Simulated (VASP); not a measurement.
# InGaO2 (R-3m) in VASP: band structure with PBE

Aim: the band structure of InGaO2 with PBE.

Everything below comes from runs of VASP 6.6.1. Logs are shortened: lines on timing, memory, paths and dates and some standing lists are left out, and cuts for length are marked.

**1. The crystal as given**

The structure is trigonal, space group R-3m (No. 166). Conventional cell: a = 3.040 Å, b = 3.040 Å, c = 19.861 Å, α = 90.00°, β = 90.00°, γ = 120.00°. In (site symmetry -3m) is surrounded by 2 O at 2.29 Å. Ga (site symmetry -3m) has 6 O at 2.03 Å as nearest neighbours. O (site symmetry 3m) has 3 Ga at 2.03 Å and 1 In at 2.29 Å as nearest neighbours.

The cell was built by a generator and needn't be a form met in nature.

**2. Band structure, PBE**

Input file INCAR:

```
SYSTEM = InGaO2
PREC     = Accurate       ! precision mode
ENCUT    = 520            ! plane-wave cutoff, eV
EDIFF    = 1E-6           ! SCF threshold, eV
ISMEAR   = 0              ! smearing method
SIGMA    = 0.1            ! smearing width, eV
LREAL    = .FALSE.        ! projectors in reciprocal space
LASPH    = .TRUE.         ! aspherical terms in the spheres
NELM     = 60             ! most SCF steps
ALGO     = Normal         ! electronic algorithm
ISIF     = 2              ! what is computed and relaxed
LWAVE    = .FALSE.        ! write WAVECAR
LCHARG   = .FALSE.        ! write CHGCAR
GGA      = PE             ! functional
KPAR     = 2
```

Input file KPOINTS:

```
Automatic mesh
0
G
  14 14 14
  0 0 0
```

Input file POSCAR:

```
InGaO2
1.0
    1.5198190000      0.8774680000      6.6203700000
   -1.5198190000      0.8774680000      6.6203700000
    0.0000000000     -1.7549360000      6.6203700000
In Ga O
1 1 2
Direct
    0.0000000000      0.0000000000      0.0000000000
    0.5000000000      0.5000000000      0.5000000000
    0.1151800000      0.1151800000      0.1151800000
    0.8848200000      0.8848200000      0.8848200000
```

Input file KPOINTS_OPT:

```
path GLB1,BZGX,QFP1Z,LP
10
line-mode
reciprocal
 0.0000000000  0.0000000000  0.0000000000  G
 0.5000000000  0.0000000000  0.0000000000  L

 0.5000000000  0.0000000000  0.0000000000  L
 0.5000000000  0.1783780115 -0.1783780115  B1

 0.8216219885  0.5000000000  0.1783780115  B
 0.5000000000  0.5000000000  0.5000000000  Z

 0.5000000000  0.5000000000  0.5000000000  Z
 0.0000000000  0.0000000000  0.0000000000  G

 0.0000000000  0.0000000000  0.0000000000  G
 0.3391890058  0.0000000000 -0.3391890058  X

 0.6608109942  0.3391890058  0.0000000000  Q
 0.5000000000  0.5000000000  0.0000000000  F

 0.5000000000  0.5000000000  0.0000000000  F
 0.6608109942  0.6608109942  0.1783780115  P1

 0.6608109942  0.6608109942  0.1783780115  P1
 0.5000000000  0.5000000000  0.5000000000  Z

 0.5000000000  0.0000000000  0.0000000000  L
 0.8216219885  0.3391890058  0.3391890058  P
```

Potentials or basis: VASP PAW PBE potentials, release 64 (In_d, Ga_d, O).

Command:

```sh
> cat potpaw_PBE.64/In_d/POTCAR potpaw_PBE.64/Ga_d/POTCAR potpaw_PBE.64/O/POTCAR > POTCAR
> mpirun -np 2 vasp_std > vasp.out
```

OUTCAR:

```text
SYSTEM = InGaO2
   PREC = Accurate
   ENCUT = 520
   EDIFF = 1E-6
   ISMEAR = 0
   LREAL = .FALSE.
   LASPH = .TRUE.
   NELM = 60
   ISIF = 2
   GGA = PE

 ion  position               nearest neighbor table
   1  0.000  0.000  0.000-   3 2.29   4 2.29
   2  0.500  0.500  0.500-   3 2.03   3 2.03   4 2.03   4 2.03   3 2.03   4 2.03
   3  0.115  0.115  0.115-   2 2.03   2 2.03   2 2.03   1 2.29
   4  0.885  0.885  0.885-   2 2.03   2 2.03   2 2.03   1 2.29

  LATTYP: Found a trigonal (rhomboedric) cell.
 ALAT       =     6.8490217419
 COS(alpha) =     0.9015180338

  Lattice vectors:

 A1 = (   1.5198190000,   0.8774680000,   6.6203700000)
 A2 = (  -1.5198190000,   0.8774680000,   6.6203700000)
 A3 = (   0.0000000000,  -1.7549360000,   6.6203700000)

Analysis of symmetry for initial positions (statically):
=====================================================================
 Subroutine PRICEL returns:
 Original cell was already a primitive cell.

 Routine SETGRP: Setting up the symmetry group for a
 trigonal (rhombohedral) supercell.

 Subroutine GETGRP returns: Found 12 space group operations
 (whereof 12 operations were pure point group operations)
 out of a pool of 12 trial point group operations.

The static configuration has the point symmetry D_3d.

Analysis of symmetry for dynamics (positions and initial velocities):
=====================================================================
 Subroutine PRICEL returns:
 Original cell was already a primitive cell.

 Routine SETGRP: Setting up the symmetry group for a
 trigonal (rhombohedral) supercell.

 Subroutine GETGRP returns: Found 12 space group operations
 (whereof 12 operations were pure point group operations)
 out of a pool of 12 trial point group operations.

The dynamic configuration has the point symmetry D_3d.

 Subroutine INISYM returns: Found 12 space group operations
 (whereof 12 operations are pure point group operations),
 and found     1 'primitive' translations

----------------------------------------------------------------------------------------

                                     Primitive cell

  volume of cell :      52.9733

  direct lattice vectors                    reciprocal lattice vectors
     1.519819000  0.877468000  6.620370000     0.328986544  0.189940450  0.050349653
    -1.519819000  0.877468000  6.620370000    -0.328986544  0.189940450  0.050349653
     0.000000000 -1.754936000  6.620370000     0.000000000 -0.379880900  0.050349653

  length of vectors
[... 87 lines left out ...]
   LREAL  =      F    real-space projection
   EDIFFG = 0.1E-04   stopping-criterion for IOM
   NSW    =      0    number of steps for IOM
   IBRION =     -1    ionic relax: 0-MD 1-quasi-New 2-CG
   NFREE  =      0    steps in history (QN), initial steepest desc. (CG)
   ISIF   =      2    stress and relaxation
   ISYM   =      2    0-nonsym 1-usesym 2-fastsym
   POTIM  = 0.5000    time-step for ionic-motion
   TEBEG  =    0.0;   TEEND  =   0.0 temperature during run
   PSTRESS=    0.0 pullay stress
   NELECT =      38.0000    total number of electrons
   NUPDOWN=      -1.0000    fix difference up-down
   EMIN   =  10.00;   EMAX   =-10.00  energy-range for DOS
   EFERMI =   0.00;   METHOD = LEGACY
   ISMEAR =     0;   SIGMA  =   0.10  broadening in eV -4-tet -1-fermi 0-gaus
   EFERMI_NEDOS =   21; number of points for ismear=-14 and -15
   IALGO  =     38    algorithm
   IMIX   =      4    mixing-type and parameters
     AMIX     =   0.40;   BMIX     =  1.00
     AMIX_MAG =   1.60;   BMIX_MAG =  1.00
  volume/ion in A,a.u.               =      13.24        89.37
  Fermi-wavevector in a.u.,A,eV,Ry     =   1.465493  2.769381 29.220829  2.147670
  Thomas-Fermi vector in A             =   2.581343
   LORBIT       =      0    0 simple, 1 ext, 2 COOP (PROOUT), +10 PAW based schemes
   GGA     = PE    functional components
   LHFCALC =     F    Hartree Fock is set to
   AEXX    =    0.0000 exact exchange contribution
   IVDW    =     0    specifies the selected vdW correction
   LEPSILON=     F    determine dielectric tensor
   LRPA    =     F    only Hartree local field effects (RPA)
 non-spin polarized calculation
 Gauss-broadening in eV      SIGMA  =   0.10
  energy-cutoff  :      520.00
  volume of cell :       52.97
 maximum number of plane-waves:      1453
 NGX is ok and might be reduce to    54
   NGX = 25   NGY = 25   NGZ = 25

 number of electron      37.9999996 magnetization

 Free energy of the ion-electron system (eV)
  ---------------------------------------------------
  ext. energy  EPLUGINS =         0.00000000
  ---------------------------------------------------
  free energy    TOTEN  =       -21.01900503 eV

  energy without entropy =      -21.01810395  energy(sigma->0) =      -21.01855449

 E-fermi :   6.8782     XC(G=0): -11.2664

 val. band max:        6.8664386568   @ k =  -0.3571   0.3571   0.0000
 cond. band min:       6.9091071104   @ k =  -0.3571   0.1429   0.1429
 fundamental gap:      0.0426684536
 Fermi energy:         6.8781883878

 k-point     1 :       0.0000    0.0000    0.0000
  band No.  band energies     occupation
      1     -13.2532      2.00000
      2     -11.4984      2.00000
      3      -8.0125      2.00000
      4      -7.9278      2.00000
      5      -7.9278      2.00000
      6      -7.5923      2.00000
[... 613 lines left out ...]
     22      14.0620      0.00000
     23      14.1665      0.00000

 [... further k-points ...]

------------------------ aborting loop because EDIFF is reached ----------------------------------------

  FORCE on cell =-STRESS in cart. coord.  units (eV):
  Direction    XX          YY          ZZ          XY          YZ          ZX
  --------------------------------------------------------------------------------------
  -------------------------------------------------------------------------------------
  Total       -0.0171079     -0.0171079     -0.0035698      0.0000000      0.0000000      0.0000000
  in kB       -0.5174292     -0.5174293     -0.1079672      0.0000000      0.0000000      0.0000000
  external PRESSURE =      -0.3809419 kB  Pullay stress =       0.0000000 kB

 VOLUME and BASIS-vectors are now :
 -----------------------------------------------------------------------------
  energy-cutoff  :      520.00
  volume of cell :       52.97
      direct lattice vectors                 reciprocal lattice vectors
     1.519819000  0.877468000  6.620370000     0.328986544  0.189940450  0.050349653
    -1.519819000  0.877468000  6.620370000    -0.328986544  0.189940450  0.050349653
     0.000000000 -1.754936000  6.620370000     0.000000000 -0.379880900  0.050349653

 POSITION                                       TOTAL-FORCE (eV/Angst)
 -----------------------------------------------------------------------------------
      0.00000      0.00000      0.00000         0.000000      0.000000      0.000000
      0.00000      0.00000      9.93056         0.000000     -0.000000      0.000000
      0.00000      0.00000      2.28760         0.000000      0.000000     -0.002817
      0.00000      0.00000     17.57351         0.000000     -0.000000      0.002817
 -----------------------------------------------------------------------------------
    total drift:                                0.000000      0.000000      0.000000

  FREE ENERGIE OF THE ION-ELECTRON SYSTEM (eV)
  ---------------------------------------------------
  free  energy   TOTEN  =       -21.0190050325 eV

  energy  without entropy=      -21.0181039488  energy(sigma->0) =      -21.01855449
```

OSZICAR:

```text
N       E                     dE             d eps       ncg     rms          rms(c)
DAV:   1     0.370567748390E+03    0.37057E+03   -0.19435E+04 13631   0.268E+03
DAV:   2     0.219365012505E+02   -0.34863E+03   -0.33870E+03 14891   0.552E+02
[... 13 lines left out ...]
       N       E                     dE             ncg
DAV:   1     0.302349591670E+05   -0.78983E+05     4287
DAV:   2     0.111181236923E+03   -0.30124E+05     4574
DAV:   3    -0.368685723735E+04   -0.37980E+04     4889
DAV:   4    -0.384059203065E+04   -0.15373E+03     5474
DAV:   5    -0.384491762426E+04   -0.43256E+01     5600
DAV:   6    -0.384510980685E+04   -0.19218E+00     5905
DAV:   7    -0.384511368919E+04   -0.38823E-02     5740
DAV:   8    -0.384511384147E+04   -0.15228E-03     5576
DAV:   9    -0.384511384380E+04   -0.23359E-05     3671
DAV:  10    -0.384511384435E+04   -0.54458E-06     3589
```

stdout:

```text
POSCAR found type information on POSCAR InGaO
 POSCAR found :  3 types and       4 ions
 scaLAPACK will be used
 LDA part: xc-table for (Slater+PW92), standard interpolation
 POSCAR, INCAR and KPOINTS ok, starting setup
 FFT: planning ... GRIDC
 FFT: planning ... GRID_SOFT
 FFT: planning ... GRID
 WAVECAR not read
 entering main loop
 Start KPOINTS_OPT (optional k-point list driver)
k-point batch [1-90\90]
```

Run time: 9.4 min. Hardware: 2 MPI ranks of Intel Xeon 6975P-C (Granite Rapids), shared host; peak memory 0.72 GiB.

Results:

```yaml
Free_energy: -21.0190 eV
Pressure: 0.0 GPa
Band_gap_along_the_path: none (metal or under the smearing width)
```

Forces in eV/Å, atoms in the order of the input:
```
In   0.000  0.000  0.000
Ga   0.000  0.000  0.000
O    0.000  0.000 -0.003
O    0.000  0.000  0.003
```

Levels at the corners of the path, in eV from the Fermi level:
```csv
point,band 16,band 17,band 18,band 19,band 20,band 21,band 22,band 23
Γ,-2.65,-2.65,-2.40,-2.40,2.96,3.05,6.39,11.19
L,-4.22,-3.39,-2.33,-1.94,-0.12,4.58,7.25,8.08
L,-4.22,-3.39,-2.33,-1.94,-0.12,4.58,7.25,8.08
B1,-4.60,-3.33,-3.09,0.10,0.73,1.70,5.67,8.52
B,-4.60,-3.33,-3.09,0.10,0.73,1.70,5.67,8.45
Z,-2.61,-2.44,-2.44,-1.45,0.49,5.13,5.69,11.26
Z,-2.61,-2.44,-2.44,-1.45,0.49,5.13,5.69,11.26
Γ,-2.65,-2.65,-2.40,-2.40,2.96,3.05,6.39,11.19
Γ,-2.65,-2.65,-2.40,-2.40,2.96,3.05,6.39,11.19
X,-4.62,-3.36,-3.07,0.41,0.46,1.63,5.69,8.51
Q,-4.62,-3.36,-3.07,0.41,0.46,1.63,5.69,8.59
F,-4.27,-4.06,-2.26,-1.66,0.52,4.67,5.53,7.93
F,-4.27,-4.06,-2.26,-1.66,0.52,4.67,5.53,7.94
P1,-4.25,-3.84,-2.27,-1.88,0.51,4.57,5.96,7.96
P1,-4.25,-3.84,-2.27,-1.88,0.51,4.57,5.96,7.97
Z,-2.61,-2.44,-2.44,-1.45,0.49,5.13,5.69,11.26
L,-4.22,-3.39,-2.33,-1.94,-0.12,4.58,7.25,8.08
P,-4.25,-3.84,-2.27,-1.88,0.51,4.57,5.96,7.96
```

Caveat: spin-orbit coupling is left out, which moves the levels of the heavy elements.
